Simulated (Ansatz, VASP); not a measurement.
KAs4: VASP beside Ansatz

INCAR

```
SYSTEM = KAs4
  ALGO = Normal
  EDIFF = 1E-6
  ENCUT = 520
  GGA = PE
  ISIF = 2
  ISMEAR = 0
  IVDW = 12
  LASPH = .True.
  LCHARG = .False.
  LREAL = .False.
  LWAVE = .False.
  NBANDS = 22
  NELM = 100
  PREC = Accurate
  SIGMA = 0.1
```

Contents of KPOINTS:

```
k-points
0
Gamma
  4 4 2
  0 0 0
```

The input POSCAR:

```
KAs4
1.0
    3.7707963200      0.0000000000      0.0000000000
    0.0000000000      3.7707963200      0.0000000000
    0.0000000000      0.0000000000      8.2237235600
K As
1 4
Direct
    0.0000000000      0.0000000000      0.0000000000
    0.0000000000      0.5000000000      0.7298229000
    0.5000000000      0.0000000000      0.7298229000
    0.0000000000      0.5000000000      0.2701771000
    0.5000000000      0.0000000000      0.2701771000
```

Input for Ansatz:

```yaml
crystal:
  lattice:
    - [3.77079632, 0.0, 0.0]
    - [0.0, 3.77079632, 0.0]
    - [0.0, 0.0, 8.22372356]
  atoms:
    - { symbol: K, position: [0.0, 0.0, 0.0] }
    - { symbol: As, position: [0.0, 0.5, 0.7298229] }
    - { symbol: As, position: [0.5, 0.0, 0.7298229] }
    - { symbol: As, position: [0.0, 0.5, 0.2701771] }
    - { symbol: As, position: [0.5, 0.0, 0.2701771] }
basis:
  ecutwfc: 420
kpoints:
  mp_grid: { grid: [4, 4, 2] }
hamiltonian:
  xc: pbe
  dispersion: d3bj
scf:
  occupations: { method: gaussian, width: 0.1 }
  lower_state_search: "off"
output:
  forces: true
  stress: true
  eigenvalues: true
```

Alike in both runs: task single point; functional PBE; dispersion D3(BJ); k mesh 4 × 4 × 2; occupations gaussian, width 0.1 eV; no spin polarisation.

|  | VASP | Ansatz |
| --- | --- | --- |
| version | VASP 6.6.1 | Ansatz 0.2.0 |
| potentials or method | VASP PAW PBE potentials, release 64 (K_sv, As) | scalar-relativistic, plane waves, PAW |
| plane-wave cutoff (eV) | 520 | 420 |
| valence electrons in the cell | 29 | 69 |

```tsv
	VASP	Ansatz	Ansatz less VASP
gap on the k mesh at the Fermi level (eV)	none	none	-
pressure (GPa)	5.2	4.9	-0.26
largest component of the traceless stress (GPa)	8.52	8.53	+0.013
rms of the force components (eV/Å)	0.749	0.738	-0.0108
```

Atom by atom the forces differ by 0.011 eV/Å (rms over components). A gap of «none» marks a metal or a gap that the smearing closes. The two sets of potentials don't hold the same shells in valence.

Caveats: the k mesh is coarse (spacing up to 0.42 Å⁻¹), so the values aren't converged; pairwise dispersion overbinds metals, which lowers pressure and volume; forces of over 1 eV/Å show positions far from the minimum, so gaps and moduli don't describe the material at rest.
